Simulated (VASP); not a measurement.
The input files of a VASP run:

POSCAR:
```
Mg2Si
1.0
  0.0000000000   3.1698200000   3.1698200000
  3.1698200000   0.0000000000   3.1698200000
  3.1698200000   3.1698200000   0.0000000000
Mg Si
2 1
Direct
  0.2500000000   0.2500000000   0.2500000000
  0.7500000000   0.7500000000   0.7500000000
  0.0000000000   0.0000000000   0.0000000000
```

INCAR:
```
# general
SYSTEM = Mg2Si
PREC   = Accurate
ENCUT  = 400
LREAL  = F
LASPH  = T

# electronic loop
EDIFF  = 1E-6
NELM   = 100
ALGO   = Normal

# smearing
ISMEAR = 0
SIGMA  = 0.05

# functional
GGA    = PE

# ions
IBRION = 2
NSW    = 60
ISIF   = 3
EDIFFG = -0.01

# output
LWAVE  = F
LCHARG = F
```

File KPOINTS:
```
Automatic mesh
0
Gamma
7 7 7
0 0 0
```

POTCAR, in this order: Mg Si (PBE.64 set). Program: vasp_std.

Task: Write an equivalent input for Ansatz.

Result: One equivalent input (not run):
Ansatz 0.2 input:
```yaml
crystal:
  lattice:
    - [0.0000000, 3.1698200, 3.1698200]
    - [3.1698200, 0.0000000, 3.1698200]
    - [3.1698200, 3.1698200, 0.0000000]
  atoms:
    - { symbol: Mg, position: [0.2500000, 0.2500000, 0.2500000] }
    - { symbol: Mg, position: [0.7500000, 0.7500000, 0.7500000] }
    - { symbol: Si, position: [0.0000000, 0.0000000, 0.0000000] }
kpoints:
  mp_grid: { grid: [7, 7, 7] }
hamiltonian:
  xc: pbe
  pseudopotentials: { kind: paw }
scf:
  occupations: { method: gaussian, width: 0.05 }
  max_iter: 100
relax:
  max_steps: 60
  f_tol: 0.01
  cell: {}
output: { forces: true, stress: true, eigenvalues: true }
```
What does not carry over: each code has its own PAW files, so the cut-off isn't converted (ENCUT is set for VASP's; basis.ecutwfc is left out, and Ansatz then takes the one that its files recommend); Ansatz stops its SCF on the density residual and VASP on the energy change (EDIFF).

The structure comes from a computed database's Mg2Si entry (Fm-3m); how it stands against other phases isn't given here. This run relaxes it. Symmetry was kept, so distortions that lower it aren't found.
